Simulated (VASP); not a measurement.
Input:

```xyz
2
Lattice="0.0000 2.3052 2.3052 2.3052 0.0000 2.3052 2.3052 2.3052 0.0000" Properties=species:S:1:pos:R:3 pbc="T T T"
Ga     0.0000     0.0000     0.0000
N      1.1526     1.1526     1.1526
```

Method: PBE GGA, VASP's PBE PAW potentials (set 64) (plane waves; VASP). Run with 800 eV cut-off, 9×9×9 Γ-centred mesh, Gaussian smearing of 0.050 eV, potentials Ga_h N.

Question: Predict the energy per atom (σ→0), pressure, band gap (on the k-mesh) with the smallest direct gap where there is one.

Answer: 
```
Quantity                                     Result
-----------------------------------  --------------
band gap (on the k-mesh)                    1.29 eV
smallest direct gap (on the k-mesh)         1.29 eV
energy per atom (σ→0)                -6.074 eV/atom
pressure                                  -6.17 GPa
```

The compound is GaN in the zinc blende structure, a metastable form; wurtzite is the usual one. The cell was not relaxed at this level. The run is one of a series of settings (ENCUT = 800, POTCAR Ga_h N (PBE.64 set) against the base run), some of them coarse on purpose.
